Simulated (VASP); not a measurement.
Data:

```xyz
3
Lattice="0.0000 2.5171 2.5171 2.5171 0.0000 2.5171 2.5171 2.5171 0.0000" Properties=species:S:1:pos:R:3 pbc="T T T"
Hf     0.0000     0.0000     0.0000
O      1.2585     1.2585     1.2585
O      3.7756     3.7756     3.7756
```

All values below come from r2SCAN meta-GGA, VASP's PBE PAW potentials (set 64) (plane waves; VASP). Settings: PREC = Normal, EDIFF = 1E-5, 450 eV cut-off, 10×10×10 Γ-centred mesh, Gaussian smearing of 0.050 eV, potentials Hf_pv O.

At this cut-off the stress carries a Pulay error, which pulls relaxed volumes low.

### Question
Give the stress tensor in GPa (positive for a compressed cell).

### Answer

```
-1.16   0.00   0.00
 0.00  -1.16   0.00
 0.00   0.00  -1.16
```
The pressure is its mean diagonal, -1.16 GPa.

The compound is HfO2 in the fluorite structure, the high-temperature cubic form, which is unstable at 0 K; the monoclinic form is the stable one. It was relaxed first.
